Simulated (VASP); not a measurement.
Output of a VASP run:

**OSZICAR**
```
...
   2 F= -.54921427E+02 E0= -.54921427E+02  d E =-.549439E-03
       N       E                     dE             d eps       ncg     rms          rms(c)
DAV:   1    -0.549215097291E+02   -0.82475E-04   -0.35672E-03  2920   0.651E-01    0.766E-02
DAV:   2    -0.549214554032E+02    0.54326E-04   -0.27248E-04  2720   0.170E-01    0.332E-02
DAV:   3    -0.549214405186E+02    0.14885E-04   -0.10313E-04  2780   0.681E-02    0.927E-03
DAV:   4    -0.549214403550E+02    0.16368E-06   -0.18948E-05  2980   0.257E-02    0.787E-03
DAV:   5    -0.549214404426E+02   -0.87636E-07   -0.81745E-07  1316   0.102E-02
   3 F= -.54921440E+02 E0= -.54921440E+02  d E =-.562405E-03
       N       E                     dE             d eps       ncg     rms          rms(c)
DAV:   1    -0.549233475666E+02   -0.19072E-02   -0.17864E-01  2240   0.396E+00    0.299E-01
DAV:   2    -0.549225616272E+02    0.78594E-03   -0.82431E-03  2476   0.786E-01    0.166E-01
DAV:   3    -0.549219772496E+02    0.58438E-03   -0.17905E-03  2804   0.401E-01    0.417E-02
DAV:   4    -0.549219756212E+02    0.16284E-05   -0.23686E-04  2800   0.118E-01    0.285E-02
DAV:   5    -0.549219738296E+02    0.17917E-05   -0.15357E-05  2944   0.424E-02    0.143E-02
DAV:   6    -0.549219734252E+02    0.40439E-06   -0.42397E-06  2460   0.188E-02
   4 F= -.54921973E+02 E0= -.54921973E+02  d E =-.532983E-03
       N       E                     dE             d eps       ncg     rms          rms(c)
DAV:   1    -0.549240449197E+02   -0.20711E-02   -0.23269E-01  2240   0.452E+00    0.340E-01
DAV:   2    -0.549230244759E+02    0.10204E-02   -0.10732E-02  2472   0.896E-01    0.189E-01
DAV:   3    -0.549222664440E+02    0.75803E-03   -0.23378E-03  2804   0.456E-01    0.476E-02
DAV:   4    -0.549222633834E+02    0.30606E-05   -0.31341E-04  2820   0.136E-01    0.327E-02
DAV:   5    -0.549222610790E+02    0.23044E-05   -0.20013E-05  2920   0.484E-02    0.164E-02
DAV:   6    -0.549222606974E+02    0.38165E-06   -0.56151E-06  2620   0.219E-02
   5 F= -.54922261E+02 E0= -.54922261E+02  d E =-.820255E-03
       N       E                     dE             d eps       ncg     rms          rms(c)
DAV:   1    -0.549224987489E+02   -0.23767E-03   -0.28639E-02  2240   0.158E+00    0.119E-01
DAV:   2    -0.549223745426E+02    0.12421E-03   -0.13135E-03  2488   0.313E-01    0.661E-02
DAV:   3    -0.549222823484E+02    0.92194E-04   -0.28389E-04  2824   0.159E-01    0.166E-02
DAV:   4    -0.549222819744E+02    0.37403E-06   -0.37557E-05  2820   0.471E-02    0.114E-02
DAV:   5    -0.549222814595E+02    0.51492E-06   -0.18599E-06  1524   0.169E-02
   6 F= -.54922281E+02 E0= -.54922281E+02  d E =-.841017E-03
       N       E                     dE             d eps       ncg     rms          rms(c)
DAV:   1    -0.549224991539E+02   -0.21718E-03   -0.40066E-01  2240   0.458E+00    0.197E-01
DAV:   2    -0.549228581498E+02   -0.35900E-03   -0.98194E-03  2640   0.749E-01    0.112E-01
DAV:   3    -0.549226853703E+02    0.17278E-03   -0.10015E-03  2924   0.254E-01    0.348E-02
DAV:   4    -0.549226914496E+02   -0.60793E-05   -0.11314E-04  3368   0.674E-02    0.199E-02
DAV:   5    -0.549226938463E+02   -0.23967E-05   -0.13553E-05  3380   0.219E-02    0.963E-03
DAV:   6    -0.549226950668E+02   -0.12204E-05   -0.81538E-06  3064   0.157E-02    0.650E-03
DAV:   7    -0.549226948780E+02    0.18873E-06   -0.14690E-06  1456   0.120E-02
   7 F= -.54922695E+02 E0= -.54922695E+02  d E =-.413419E-03
```

OUTCAR:
```
------------------------ aborting loop because EDIFF is reached ----------------------------------------
  FORCE on cell =-STRESS in cart. coord.  units (eV):
  Direction    XX          YY          ZZ          XY          YZ          ZX
  --------------------------------------------------------------------------------------
  Total        0.0055368      0.0055368     -0.0035512      0.0000000     -0.0000000      0.0000000
  in kB        0.1298870      0.1298870     -0.0833080      0.0000000     -0.0000000      0.0000000
  external PRESSURE =       0.0588220 kB  Pullay stress =       0.0000000 kB
  volume of cell :       68.30
      direct lattice vectors                 reciprocal lattice vectors
    -1.886284357  1.886284357  4.798748567     0.000000000  0.265071381  0.104193832
     1.886284357 -1.886284357  4.798748567     0.265071381  0.000000000  0.104193832
     1.886284357  1.886284357 -4.798748567     0.265071381  0.265071381  0.000000000
 POSITION                                       TOTAL-FORCE (eV/Angst)
 -----------------------------------------------------------------------------------
      0.00000      1.88628      2.39937        -0.000000     -0.000000      0.000000
      0.00000      0.00000     -0.00000        -0.000000     -0.000000      0.000000
     -0.00000      1.88628      0.41329        -0.000000      0.000000      0.006881
      0.00000      0.00000      7.61141         0.000000     -0.000000      0.006881
      0.00000      0.00000      1.98609         0.000000     -0.000000     -0.006881
      0.00000      1.88628      4.38546        -0.000000      0.000000     -0.006881
 -----------------------------------------------------------------------------------
    total drift:                                0.000000     -0.000000     -0.000000
  FREE ENERGIE OF THE ION-ELECTRON SYSTEM (eV)
  ---------------------------------------------------
  free  energy   TOTEN  =       -54.9226948780 eV

  energy  without entropy=      -54.9226948780  energy(sigma->0) =      -54.92269488

 reached required accuracy - stopping structural energy minimisation
```
(Selected blocks of OUTCAR.)

POSCAR:
```
TiO2
1
   -1.8925827058     1.8925827058     4.7645899092
    1.8925827058    -1.8925827058     4.7645899092
    1.8925827058     1.8925827058    -4.7645899092
Ti O
2 4
Direct
  0.7500000000   0.2500000000   0.5000000000
  0.0000000000   0.0000000000   0.0000000000
  0.5419862390   0.0419862390   0.5000000000
  0.7919862390   0.7919862390   0.0000000000
  0.2080137610   0.2080137610   0.0000000000
  0.9580137610   0.4580137610   0.5000000000
```

Task: Reconstruct the remaining input files.

Result: This is not unique; one that fits is the input of the run itself, AM05 GGA, plane waves, VASP's PBE PAW potentials (set 64).

**KPOINTS**
```
Regular mesh
0
G
 7 7 7
0 0 0
```

**INCAR**
```
ENCUT  =  520
SIGMA  =  0.05   # width (eV)
LWAVE  =  F
ALGO  =  Normal
NELM  =  100
EDIFF  =  1E-6
PREC  =  Accurate
ISMEAR  =  0
SYSTEM  =  TiO2
LREAL  =  F
LCHARG  =  F
LMAXMIX  =  4   # l cut-off of mixed one-centre charges
EDIFFG  =  -0.02   # ionic stop
NSW  =  60
ISIF  =  3   # ions, shape and volume
IBRION  =  2   # conjugate gradients
LASPH  =  T   # aspherical one-centre terms
GGA  =  AM   # AM05
```

POTCAR, in this order: Ti_sv O (PBE.64 set). Program: vasp_std.

The compound is TiO2 in the anatase structure, one of several forms; rutile is the usual stable one. This run relaxes it. Symmetry was kept, so distortions that lower it aren't found. The start is the result of an earlier pass.
